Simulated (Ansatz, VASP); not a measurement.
# SnTe: VASP beside Ansatz

One calculation is typed for both programs; each brings its own data sets. How far apart do they land? The structure shown is the end of the Ansatz relaxation below.

Calculated with Ansatz 0.2.0; plane waves, with VASP 6.6.1 beside it; single point at PBEsol.

## Step 1: Starting point

It takes space group I4/mmm (No. 139, tetragonal). The conventional cell has a = 4.580 Å, b = 4.580 Å, c = 6.281 Å, α = 90.00°, β = 90.00°, γ = 90.00°. Nearest to Sn lie 6 Te at 3.14 to 3.24 Å. Nearest to Te lie 6 Sn at 3.14 to 3.24 Å. Farther neighbours and most contacts between anions are not listed.

As a file:

```cif
data_structure
_symmetry_space_group_name_H-M 'P 1'
_symmetry_Int_Tables_number 1
_cell_length_a 4.5110
_cell_length_b 4.5110
_cell_length_c 4.5799
_cell_angle_alpha 59.494
_cell_angle_beta 59.494
_cell_angle_gamma 61.013
_cell_volume 65.87
loop_
_atom_site_label
_atom_site_type_symbol
_atom_site_fract_x
_atom_site_fract_y
_atom_site_fract_z
_atom_site_occupancy
Sn1 Sn 0.00000 0.00000 0.00000 1
Te2 Te 0.50000 0.50000 0.50000 1
```

## Step 2: Ansatz: relaxation, PBEsol

Ansatz runs on its PAW soft_1 files.

This run makes the geometry at which the two programs are then compared.

Contents of input.yaml:

```yaml
crystal:
  lattice:
    - [0.0, 3.2384549815, 3.1417719851]
    - [3.2384549815, 0.0, 3.1417719851]
    - [3.2384549815, 3.2384549815, 0.0]
  atoms:
    - { symbol: Sn, position: [0.0, 0.0, 0.0] }
    - { symbol: Te, position: [0.5, 0.5, 0.5] }
  conventional_axes: [[-1, 1, 1], [1, -1, 1], [1, 1, -1]]
kpoints:
  mp_grid: { grid: [12, 12, 12] }
hamiltonian:
  xc: pbesol
  pseudopotentials: { kind: paw, azcp: { folder: soft_1 }, xc_functional: pbe }
scf:
  occupations: { method: gaussian, width: 0.01 }
output:
  forces: true
  stress: true
  eigenvalues: true
relax:
  adjacent_minimum: "off"
  f_tol: 0.001
  max_steps: 60
  cell: { stress_tol: 0.01, fix: [a, b, gamma] }
```

The run is started by

```
$ ansatz run input.yaml --threads 4 --pin off --max-ram 10240MiB --backend cpu --events-out ev --progress --plain --runs-dir out
```

Numbers of over 12 decimals in the logs are rounded to 6 here.

The log of the run:

```text
Engine: ansatz 0.2.0, x86_64-unknown-linux-gnu
Pseudopotentials: kind: paw
Pseudopotential: Sn, paw, valence charge 14, recommended cutoff 420 eV (normal), soft_1/Sn.paw.azcp
Pseudopotential: Te, paw, valence charge 16, recommended cutoff 420 eV (normal), soft_1/Te.paw.azcp
Functional definition: PBEsol
  exchange = pbesol_x
  correlation = pbesol_c
Crystal: 2 atoms, lattice volume = 65.899 Å³
Basis set: ecut = 420 eV, 1307 PW (Γ), exchange–correlation on 64×64×64 points (8 copies of the dense FFT grid, shifted against one another)
Bands: 19, of which v1, the nominal top of the filled ones, is band 15 counted from 1 (14 counted from 0)
Symmetry: 16 space group operations
Space group: I4/mmm (ITA 139), of the structure as read, at distance tolerance 4.0e-5 Å
k-points: 163 of 1728
Non-local potential: Sn, projectors of the file, l = 0: 2, l = 1: 2, l = 2: 2, l = 3: 1
Non-local potential: Te, projectors of the file, l = 0: 2, l = 1: 2, l = 2: 2, l = 3: 1
PAW form: soft (Blöchl's): semilocal exchange-correlation on the pseudo side does not see the compensation charge
PAW frozen core: Sn, regenerated for the run's functional, and the local potential with it (the file was generated under x = pbe(κ = 0.804, μ = 0.219515), c = pbe(β = 0.066725))
PAW frozen core: Te, regenerated for the run's functional, and the local potential with it (the file was generated under x = pbe(κ = 0.804, μ = 0.219515), c = pbe(β = 0.066725))
PAW one-centre angular grid: Sn, 590 points (default); XC on 64 Gauss nodes
PAW one-centre angular grid: Te, 590 points (default); XC on 64 Gauss nodes
Initial density: superposition of atomic densities (chi_scale 0.1, normalization cell, long waves kept (reshape's long-wave potential 0.00 eV rms))
Initial wavefunctions: pseudopotential atomic-orbital guess
Functional: x = pbesol(κ = 0.804, μ = 0.123457), c = pbesol(β = 0.046)
SCF iter   1: F=—  HF=-12851.976223 eV  |F-HF|=—  |Δ(HF+E_count)|=         —  Δρ=1.08e-2  dr2=9.13e-2  ethr=3.10e-3  ⟨swp⟩=7.6  Hψ=17967  notcnv=0
preconditioner: auto → none  [insulator: Δε(μ)=0.030 eV  Ē_g=8.441 eV  σ=0.010 eV  W_gap=0.97  n_scr=14 (ndim 8)  ℏωp=14.5 eV  f_vac=0.000  D(μ)=0.06/eV (n_scr^D=0)  ε∞_Penn≈3.9]
SCF iter   2: F=—  HF=-12851.965693 eV  |F-HF|=—  |Δ(HF+E_count)|=   1.05e-2  Δρ=5.41e-3  dr2=2.34e-2  ethr=3.04e-4  ⟨swp⟩=2.0  Hψ=5077  notcnv=0
SCF iter   3: F=—  HF=-12851.964374 eV  |F-HF|=—  |Δ(HF+E_count)|=   1.32e-3  Δρ=3.71e-4  dr2=4.69e-5  ethr=7.81e-5  ⟨swp⟩=2.9  Hψ=4795  notcnv=0
SCF iter   4: F=—  HF=-12851.964401 eV  |F-HF|=—  |Δ(HF+E_count)|=   2.72e-5  Δρ=1.17e-4  dr2=3.55e-6  ethr=1.56e-7  ⟨swp⟩=2.1  Hψ=5874  notcnv=0
iter 5 did not close the SCF: its close was put off for the readings that it lacked (scf_convergence_deferred on its scf_iter line)
SCF iter   5: F=-12851.964405 eV  HF=-12851.964405 eV  |F-HF|=1.23e-7  |Δ(HF+E_count)|=   4.59e-6  Δρ=1.56e-5  dr2=6.94e-8  ethr=1.18e-8  ⟨swp⟩=2.0  Hψ=5542  notcnv=0
SCF iter   6: F=-12851.964406 eV  HF=-12851.964406 eV  |F-HF|=3.06e-9  |Δ(HF+E_count)|=   1.61e-7  Δρ=2.66e-6  dr2=4.29e-9  ethr=2.31e-10  ⟨swp⟩=3.8  Hψ=14675  notcnv=0
SCF 1 converged in 6 iterations: F = -12851.964406 eV  dr2 = 4.29e-9
  greatest PAW one-centre occupation: 0.998 electrons in one spin orbital (limit 2), on the Te atom at site 1 (counted from 0), in its partial waves of l = 2
relax step   1: F+E_penalty+E_count = -12851.96440552 eV  Δ(F+E_penalty+E_count) = +0.000e0 eV  max|allowed force component| = 5.601e-29 eV/Å  Δτ_max = 0.0000 Å  P = -2.302 GPa  Ω = 65.899 Å³  fix = [a, b, gamma]  reactions: a -3.422, b -3.422 GPa  (6 SCF iters, dr2 threshold 1.00e-7 eV, accepted)
[...]
relax step   2: F+E_penalty+E_count = -12851.96441522 eV  Δ(F+E_penalty+E_count) = -9.705e-6 eV  max|allowed force component| = 3.471e-29 eV/Å  Δτ_max = 0.0000 Å  P = -2.276 GPa  Ω = 65.861 Å³  energy of the carried Pulay correction = +4.187e-6 eV  fix = [a, b, gamma]  reactions: a -3.422, b -3.422 GPa  (4 SCF iters, dr2 threshold 9.52e-9 eV, accepted)
[...]
relax step   3: F+E_penalty+E_count = -12851.96441475 eV  Δ(F+E_penalty+E_count) = +4.676e-7 eV  max|allowed force component| = 4.891e-29 eV/Å  Δτ_max = 0.0000 Å  P = -2.281 GPa  Ω = 65.869 Å³  energy of the carried Pulay correction = +3.315e-6 eV  fix = [a, b, gamma]  reactions: a -3.422, b -3.422 GPa  (3 SCF iters, dr2 threshold 6.59e-10 eV, accepted)
[...]
relax step   4: F+E_penalty+E_count = -12851.96441179 eV  Δ(F+E_penalty+E_count) = +2.967e-6 eV  max|allowed force component| = 8.046e-29 eV/Å  Δτ_max = 0.0000 Å  P = -2.281 GPa  Ω = 65.869 Å³  fix = [a, b, gamma]  reactions: a -3.422, b -3.422 GPa  stress off target by 1.12e-4 GPa on what of the cell is left free  SCF on the basis re-selected at this cell (its energy is not comparable with the rows above)  (6 SCF iters)
basis re-selected at this cell: Δ(F+E_penalty+E_count) = +2.967e-6 eV, ΔP = -0.000 GPa vs the last step (what re-selecting the basis moved, of the pressure what is left beyond the Pulay correction that the steps carried, after the strain that the cell walked since its last selection, with what the two solves' SCF thresholds leave and, on support functions, any second-order correction that the steps lacked; it is no m [...]
SCF converged after 6 iterations
Free energy (F): -12851.964412 eV
Harris-Foulkes:  -12851.964412 eV  (|F-HF|=1.82e-12)
Internal energy: -12851.964411 eV  (E = F + TS)
E sigma→0 (E₀):  -12851.964411 eV
Entropy (-TS):   -0.000001 eV (-0.000 meV/atom)
Fermi energy:    8.763096 eV
--- Per-component energies (eV) ---
  E_band       = -375.676354
  E_kinetic    = 337.919317
  E_local      = -2764.738644  (includes V_loc(G=0)·N_el)
  E_nonlocal   = 215.297978
  E_hartree    = 1367.558309
  E_xc         = -245.677282
  E_vxc        = -181.411482  (∫ρ·V_xc dr)
  E_paw        = -8888.197673  (= ΣΔE_a)
  E_vpaw       = -717.860535  (= ΣTr[D̂ρ^β])
  E_aug_tail   = 0.000376  (compensation charges beyond the density's cutoff)
  E_ewald      = -2874.786443
  E_core_change = 0.659651  (= ΣΔE_core)
  E_smearing   = -0.000001  (= −TS)
  E_closure    = -0.000000  (closes the sum)
  Σ components = -12851.964412   (vs F -12851.964412, Δ=0.00e0)
--- Forces (eV/Å), atoms counted from 1 ---
  atom   1  Sn     0.00000000     0.00000000     0.00000000
  atom   2  Te    -0.00000000    -0.00000000     0.00000000
  max |Σ_I F_I| component: 1.42e-28 eV/Å
--- Stress (GPa, compression-positive) ---
       -3.421748      -0.000000      -0.000000
       -0.000000      -3.421748      -0.000000
       -0.000000      -0.000000      -0.000112
  P = ⅓ Tr σ = -2.2812 GPa (-22.812 kbar)
--- Band table (eV; the first three rows and the last of 163) ---
  k-point 0: bands = [... 11 lower, 3.8781, 6.5690, 6.9007, 6.9007, 11.7715, 11.7715, 12.5006, 13.5446]
  k-point 1: bands = [... 11 lower, 3.5955, 6.6481, 6.9023, 7.0362, 11.4693, 11.4800, 12.1551, 13.5297]
  k-point 2: bands = [... 11 lower, 2.9420, 6.7458, 6.9122, 7.3968, 10.8305, 10.8625, 11.4432, 13.5679]
  k-point 162: bands = [... 11 lower, 2.2266, 3.5005, 5.2392, 5.2392, 11.0345, 13.3679, 13.3679, 15.0929]
--- Relaxed structure (3 steps of the walk, 3 accepted, 1 SCFs on fresh bases) ---
  F+E_penalty+E_count = -12851.96441179 eV   max|allowed force component| = 8.046e-29 eV/Å   (the final SCF, on the basis selected at the relaxed cell)
  cell:  # Å, volume = 65.8686 Å³
    - [0, 3.2384549815, 3.140311]
    - [3.2384549815, 0, 3.140311]
    - [3.2384549815, 3.2384549815, 0]
  atoms:
    - { symbol: Sn, position: [0, 0, 0] }
    - { symbol: Te, position: [0.500000, 0.500000, 0.500000] }
```

Reading the cycles: dr2 is the Hartree energy of the density residual (eV), the measure of convergence; HF is the Harris–Foulkes estimate of the energy, which meets the free energy F at convergence.

## Step 3: VASP: single point, PBEsol, pair 1

The same cell, functional, mesh and smearing now go to VASP, with its own data sets.

Lines of VASP's logs that name or quote its potential files are left out, and so is its time.

Contents of INCAR:

```
SYSTEM = SnTe
PREC = Accurate
ENCUT = 500
EDIFF = 1E-06
NELM = 120
ISMEAR = 0
SIGMA = 0.01
LREAL = .FALSE.
ALGO = Normal
GGA = PS
NBANDS = 16
LORBIT = 11
LWAVE = .FALSE.
LCHARG = .FALSE.
ISIF = 2
LASPH = .TRUE.
GGA_COMPAT = .FALSE.
KPAR = 2
```

Contents of POSCAR:

```
SnTe
1.0
    0.0000000000      3.2384549815      3.1403114526
    3.2384549815      0.0000000000      3.1403114526
    3.2384549815      3.2384549815      0.0000000000
Sn Te
1 1
Direct
    0.0000000000      0.0000000000      0.0000000000
    0.5000000000      0.5000000000      0.5000000000
```

Contents of KPOINTS:

```
Automatic mesh
0
Gamma
12 12 12
0 0 0
```

Potentials, in the order of the species: Sn_d and Te (PBE family, release 64).

The run is started by

```
$ mpirun -np 2 vasp_std
```

The log of the run:

```text
[banner, memory and clock lines left out]
running    2 mpi-ranks, on    1 nodes
 distrk:  each k-point on    1 cores,    2 groups
 distr:  one band on    1 cores,    1 groups

 POSCAR found type information on POSCAR SnTe
 POSCAR found :  2 types and       2 ions
|                                                                             |
|               ----> ADVICE to this user running VASP <----                  |
|                                                                             |
|     You enforced a specific xc type in the INCAR file but a different       |
|     [... a line on the potential file left out ...]
|     I HOPE YOU KNOW WHAT YOU ARE DOING!                                     |
|                                                                             |

 LDA part: xc-table for (Slater+PW92), standard interpolation
 POSCAR, INCAR and KPOINTS ok, starting setup
 FFT: planning ... GRIDC
 FFT: planning ... GRID_SOFT
 FFT: planning ... GRID
 WAVECAR not read
 entering main loop
       N       E                     dE             d eps       ncg     rms          rms(c)
DAV:   1     0.120595281474E+03    0.12060E+03   -0.94389E+03  5280   0.137E+03
DAV:   2     0.173232300412E+01   -0.11886E+03   -0.11631E+03  5704   0.340E+02
DAV:   3    -0.809329925749E+01   -0.98256E+01   -0.98001E+01  6448   0.875E+01
DAV:   4    -0.835760345706E+01   -0.26430E+00   -0.26425E+00  6448   0.158E+01
DAV:   5    -0.836933963152E+01   -0.11736E-01   -0.11736E-01  7720   0.304E+00    0.411E+00
DAV:   6    -0.829904761493E+01    0.70292E-01   -0.16773E-01  7216   0.304E+00    0.261E+00
DAV:   7    -0.829668587398E+01    0.23617E-02   -0.50118E-02  6704   0.130E+00    0.816E-01
DAV:   8    -0.829644580699E+01    0.24007E-03   -0.62357E-03  6648   0.676E-01    0.145E-01
DAV:   9    -0.829649062772E+01   -0.44821E-04   -0.56293E-04  7384   0.201E-01    0.334E-02
DAV:  10    -0.829648410657E+01    0.65211E-05   -0.50077E-05  6800   0.585E-02    0.264E-02
DAV:  11    -0.829648453506E+01   -0.42849E-06   -0.23359E-05  6968   0.396E-02    0.210E-02
DAV:  12    -0.829648458318E+01   -0.48116E-07   -0.15733E-06  5576   0.731E-03
   1 F= -.82964846E+01 E0= -.82964843E+01  d E =-.466379E-06
```

Parts of OUTCAR (step 3):

```text
ion  position               nearest neighbor table
   1  0.000  0.000  0.000-   2 3.14   2 3.14   2 3.24   2 3.24   2 3.24   2 3.24
   2  0.500  0.500  0.500-   1 3.14   1 3.14   1 3.24   1 3.24   1 3.24   1 3.24

  LATTYP: Found a body centered tetragonal cell.
 ALAT       =     4.5798669560
 C/A-ratio  =     1.3713548812

 Subroutine GETGRP returns: Found 16 space group operations
 (whereof 16 operations were pure point group operations)

The static configuration has the point symmetry D_4h.

 Found    163 irreducible k-points:

   k-points           NKPTS =    163   k-points in BZ     NKDIM =    163   number of bands    NBANDS=     16

   dimension x,y,z NGX =    36 NGY =   36 NGZ =   36
   dimension x,y,z NGXF=    72 NGYF=   72 NGZF=   72

   ENCUT  =  500.0 eV  36.75 Ry    6.06 a.u.   8.22  8.22  8.35*2*pi/ulx,y,z

   NELECT =      20.0000    total number of electrons

 k-points in reciprocal lattice and weights: Automatic mesh
   0.00000000  0.00000000  0.00000000       0.001
   0.08333333  0.00000000  0.00000000       0.005
   0.16666667  0.00000000  0.00000000       0.005
   0.25000000  0.00000000  0.00000000       0.005
   0.33333333  0.00000000  0.00000000       0.005
   0.41666667  0.00000000  0.00000000       0.005
   0.50000000  0.00000000  0.00000000       0.002
   0.08333333  0.08333333  0.00000000       0.001
   0.16666667  0.08333333  0.00000000       0.005
[...]
-0.33333333  0.16666667  0.50000000       0.002
  -0.25000000  0.25000000  0.50000000       0.001

 average (electrostatic) potential at core
       1-101.0350       2 -88.1989

 E-fermi :   6.1543

 k-point     1 :       0.0000    0.0000    0.0000
  band No.  band energies     occupation
    ...
      6      -6.2781      2.00000
      7       1.2764      2.00000
      8       3.9600      2.00000
      9       4.2915      2.00000
     10       4.2915      2.00000
     11       9.1609      0.00000
     12       9.1609      0.00000
     13       9.8910      0.00000
     14      10.9147      0.00000
     15      10.9147      0.00000
    ...

 k-point     2 :       0.0833    0.0000    0.0000
  band No.  band energies     occupation
    ...
      6      -6.2236      2.00000
      7       0.9926      2.00000
      8       4.0393      2.00000
      9       4.2931      2.00000
     10       4.4276      2.00000
     11       8.8580      0.00000
     12       8.8681      0.00000
     13       9.5440      0.00000
     14      10.9035      0.00000
     15      11.0631      0.00000
    ...

 k-point     3 :       0.1667    0.0000    0.0000
  band No.  band energies     occupation
    ...
      6      -6.0644      2.00000
      7       0.3369      2.00000
      8       4.1370      2.00000
      9       4.3031      2.00000
     10       4.7894      2.00000
     11       8.2190      0.00000
     12       8.2497      0.00000
     13       8.8312      0.00000
     14      10.9461      0.00000
     15      11.4801      0.00000
    ...

  Total       -1.4183026     -1.4183026     -0.0061312      0.0000000     -0.0000000      0.0000000
  in kB      -34.4985643    -34.4985643     -0.1491345      0.0000000     -0.0000000      0.0000000
  external PRESSURE =     -23.0487544 kB  Pullay stress =       0.0000000 kB

  energy-cutoff  :      500.00
  volume of cell :       65.87
      direct lattice vectors                 reciprocal lattice vectors
     0.000000000  3.238454981  3.140311453    -0.154394612  0.154394612  0.159219876
     3.238454981  0.000000000  3.140311453     0.154394612 -0.154394612  0.159219876
     3.238454981  3.238454981  0.000000000     0.154394612  0.154394612 -0.159219876

 POSITION                                       TOTAL-FORCE (eV/Angst)
 -----------------------------------------------------------------------------------
      0.00000      0.00000      0.00000        -0.000000      0.000000      0.000000
      3.23845      3.23845      3.14031         0.000000     -0.000000      0.000000
 -----------------------------------------------------------------------------------
    total drift:                               -0.000000      0.000000      0.000000

  FREE ENERGIE OF THE ION-ELECTRON SYSTEM (eV)
  ---------------------------------------------------
  free  energy   TOTEN  =        -8.2964845832 eV

  energy  without entropy=       -8.2964841168  energy(sigma->0) =       -8.29648435

 total charge
# of ion       s       p       d       tot
------------------------------------------
    1        1.366   0.703   9.979  12.048
    2        1.383   1.945   0.025   3.353
--------------------------------------------------
tot          2.749   2.648  10.004  15.401

[... 3 further parts left out ...]
```

The run ends at a pressure of -2.30 GPa.

## Step 4: Differences

Known differences besides the potentials themselves: the data sets hold 30 valence electrons in Ansatz (on its PAW soft_1 files) and 20 in VASP; the cutoff is 420 eV in Ansatz and 500 eV in VASP; Ansatz makes its cores anew for this functional, VASP keeps those of its PBE data sets; Ansatz's pressure holds a Pulay correction, VASP's none. Total energies have different zeros and are not compared.

Compared:

| quantity | Ansatz | VASP | difference |
| --- | --- | --- | --- |
| pressure (GPa) | -2.28 | -2.30 | +0.02 |
| gap on the k mesh (eV) | 0.039 | 0.040 | -0.001 |

A gap on the mesh is an upper bound, since the band edges may lie between its points.

## Step 5: Ansatz: relaxation, PBEsol

This run makes the geometry at which the two programs are then compared. The cell compared in this pair holds 67.12 Å³, against 65.87 Å³ for the pair before.

The structure compared here is the end of the Ansatz relaxation.

input.yaml, as its differences from that of step 2:

```diff
@@ -2,5 +2,5 @@
   lattice:
-    - [0.0, 3.2384549815, 3.1417719851]
-    - [3.2384549815, 0.0, 3.1417719851]
-    - [3.2384549815, 3.2384549815, 0.0]
+    - [0.0, 3.269896292, 3.1403114526]
+    - [3.269896292, 0.0, 3.1403114526]
+    - [3.269896292, 3.269896292, 0.0]
   atoms:
```

The run is started by

```
$ ansatz run input.yaml --threads 4 --pin off --max-ram 10240MiB --backend cpu --events-out ev --progress --plain --runs-dir out
```

The log of the run:

```text
[...]
Crystal: 2 atoms, lattice volume = 67.154 Å³
Basis set: ecut = 420 eV, 1323 PW (Γ), exchange–correlation on 64×64×64 points (8 copies of the dense FFT grid, shifted against one another)
Bands: 19, of which v1, the nominal top of the filled ones, is band 15 counted from 1 (14 counted from 0)
Symmetry: 16 space group operations
[...]
k-points: 163 of 1728
[...]
k-point 162: bands = [... 11 lower, 1.9442, 3.3400, 5.0417, 5.0417, 10.8178, 12.9854, 12.9854, 14.7943]
--- Relaxed structure (3 steps of the walk, 3 accepted, 1 SCFs on fresh bases) ---
[...]
cell:  # Å, volume = 67.1229 Å³
    - [0.0, 3.269896292, 3.138865]
    - [3.269896292, 0.0, 3.138865]
    - [3.269896292, 3.269896292, 0.0]
  atoms:
    - { symbol: Sn, position: [0, 0, 0] }
    - { symbol: Te, position: [0.500000, 0.500000, 0.500000] }
[key lines of the parts left out:]
SCF converged after 6 iterations
Free energy (F): -12851.933477 eV
Fermi energy:    8.480971 eV
P = ⅓ Tr σ = -2.8469 GPa (-28.469 kbar)
```

(Part 1 of 2 ends here.)

[Lines on the potential files, build, host, timing and source positions are cut from VASP's logs without a mark.]

[Logs are printed without paths, hosts, clocks, repeated set-up lines and the standing remarks that a program may print on its own settings, such as how far it seeks lower states.]

[Hosts, paths, dates, database ids (printed as entryN), source tags and the programs' standing remarks are cut or masked in the printed files.]
